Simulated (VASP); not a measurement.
OSZICAR of a VASP run on As (a7):

### OSZICAR
```
       N       E                     dE             d eps       ncg     rms          rms(c)
DAV:   1     0.311214317568E+02    0.31121E+02   -0.42840E+03  3402   0.915E+02
DAV:   2    -0.804733562441E+01   -0.39169E+02   -0.38101E+02  5306   0.120E+02
DAV:   3    -0.937775396095E+01   -0.13304E+01   -0.13266E+01  3946   0.272E+01
DAV:   4    -0.938545375409E+01   -0.76998E-02   -0.76985E-02  4141   0.216E+00
DAV:   5    -0.938547600090E+01   -0.22247E-04   -0.22246E-04  3933   0.112E-01    0.297E+00
DAV:   6    -0.937674547477E+01    0.87305E-02   -0.54223E-03  3769   0.573E-01    0.178E+00
DAV:   7    -0.937247042091E+01    0.42751E-02   -0.11507E-02  3602   0.862E-01    0.934E-02
DAV:   8    -0.937255543595E+01   -0.85015E-04   -0.45901E-04  3524   0.159E-01    0.343E-02
DAV:   9    -0.937259412092E+01   -0.38685E-04   -0.64556E-05  3828   0.638E-02    0.115E-02
DAV:  10    -0.937259333411E+01    0.78681E-06   -0.59812E-06  3848   0.160E-02    0.370E-03
DAV:  11    -0.937259326935E+01    0.64760E-07   -0.83043E-07  3524   0.705E-03
   1 F= -.93725933E+01 E0= -.93726208E+01  d E =-.937259E+01
       N       E                     dE             d eps       ncg     rms          rms(c)
DAV:   1    -0.937542314527E+01   -0.28298E-02   -0.13286E-01  3425   0.220E+00    0.881E-02
DAV:   2    -0.937574963565E+01   -0.32649E-03   -0.42689E-03  3808   0.484E-01    0.524E-02
DAV:   3    -0.937571263091E+01    0.37005E-04   -0.10066E-04  3805   0.649E-02    0.208E-02
DAV:   4    -0.937571346962E+01   -0.83871E-06   -0.23302E-05  3816   0.325E-02    0.661E-03
DAV:   5    -0.937571392763E+01   -0.45801E-06   -0.24452E-06  3515   0.105E-02    0.111E-03
DAV:   6    -0.937571399750E+01   -0.69870E-07   -0.12106E-07  2039   0.287E-03
   2 F= -.93757140E+01 E0= -.93757517E+01  d E =-.312073E-02
       N       E                     dE             d eps       ncg     rms          rms(c)
DAV:   1    -0.937646536244E+01   -0.75143E-03   -0.98400E-02  3426   0.190E+00    0.761E-02
DAV:   2    -0.937670263191E+01   -0.23727E-03   -0.31555E-03  3766   0.416E-01    0.454E-02
DAV:   3    -0.937667383571E+01    0.28796E-04   -0.81054E-05  3805   0.578E-02    0.176E-02
DAV:   4    -0.937667477367E+01   -0.93797E-06   -0.17365E-05  3835   0.281E-02    0.592E-03
DAV:   5    -0.937667517294E+01   -0.39927E-06   -0.18345E-06  3531   0.908E-03    0.100E-03
DAV:   6    -0.937667523583E+01   -0.62895E-07   -0.94318E-08  1808   0.253E-03
   3 F= -.93766752E+01 E0= -.93767166E+01  d E =-.408197E-02
       N       E                     dE             d eps       ncg     rms          rms(c)
DAV:   1    -0.937841654482E+01   -0.17414E-02   -0.64271E-02  3446   0.150E+00    0.123E-01
DAV:   2    -0.937805354816E+01    0.36300E-03   -0.22357E-03  3556   0.327E-01    0.643E-02
DAV:   3    -0.937789180729E+01    0.16174E-03   -0.67790E-04  4333   0.153E-01    0.175E-02
DAV:   4    -0.937789412675E+01   -0.23195E-05   -0.41944E-05  3510   0.503E-02    0.812E-03
DAV:   5    -0.937789413958E+01   -0.12828E-07   -0.45419E-06  3775   0.145E-02    0.128E-03
DAV:   6    -0.937789417619E+01   -0.36604E-07   -0.33289E-07  3387   0.443E-03
   4 F= -.93778942E+01 E0= -.93778949E+01  d E =-.121894E-02
       N       E                     dE             d eps       ncg     rms          rms(c)
DAV:   1    -0.938048238781E+01   -0.25882E-02   -0.20765E-01  3447   0.269E+00    0.222E-01
DAV:   2    -0.937926379297E+01    0.12186E-02   -0.73339E-03  3555   0.590E-01    0.116E-01
DAV:   3    -0.937872737584E+01    0.53642E-03   -0.22320E-03  4347   0.278E-01    0.321E-02
DAV:   4    -0.937873464841E+01   -0.72726E-05   -0.13632E-04  3514   0.905E-02    0.146E-02
DAV:   5    -0.937873445805E+01    0.19036E-06   -0.14683E-05  3798   0.261E-02    0.232E-03
DAV:   6    -0.937873457324E+01   -0.11520E-06   -0.10599E-06  3531   0.792E-03    0.150E-03
DAV:   7    -0.937873468553E+01   -0.11228E-06   -0.15915E-07  2911   0.316E-03    0.206E-04
DAV:   8    -0.937873468464E+01    0.88562E-09   -0.41542E-09  1722   0.497E-04
   5 F= -.93787347E+01 E0= -.93787333E+01  d E =-.205945E-02
       N       E                     dE             d eps       ncg     rms          rms(c)
DAV:   1    -0.937875275179E+01   -0.18066E-04   -0.42367E-03  3428   0.391E-01    0.169E-02
DAV:   2    -0.937876216370E+01   -0.94119E-05   -0.13801E-04  3639   0.867E-02    0.100E-02
DAV:   3    -0.937876087242E+01    0.12913E-05   -0.59970E-06  3807   0.152E-02    0.319E-03
DAV:   4    -0.937876116020E+01   -0.28778E-06   -0.77942E-07  3747   0.625E-03    0.145E-03
DAV:   5    -0.937876124498E+01   -0.84783E-07   -0.90936E-08  1753   0.197E-03
   6 F= -.93787612E+01 E0= -.93787599E+01  d E =-.265603E-04
```

Question: Which electronic solver shows in the log?

Answer: It is blocked Davidson (ALGO = Normal, or the opening steps of other solvers). The INCAR had ALGO = Normal.

Question: Can the final energy be trusted as converged?

Answer: Self-consistency was reached. It stopped with EDIFF = 1E-7, NELM = 100, NSW = 30 and EDIFFG = -0.01 after 6 ionic steps (PW91 GGA, plane waves, VASP's PBE PAW potentials (set 64)).

The compound is As in the a7 structure. This cell is one point of a volume scan, at 1.03 of the reference volume. Symmetry was kept, so distortions that lower it aren't found.
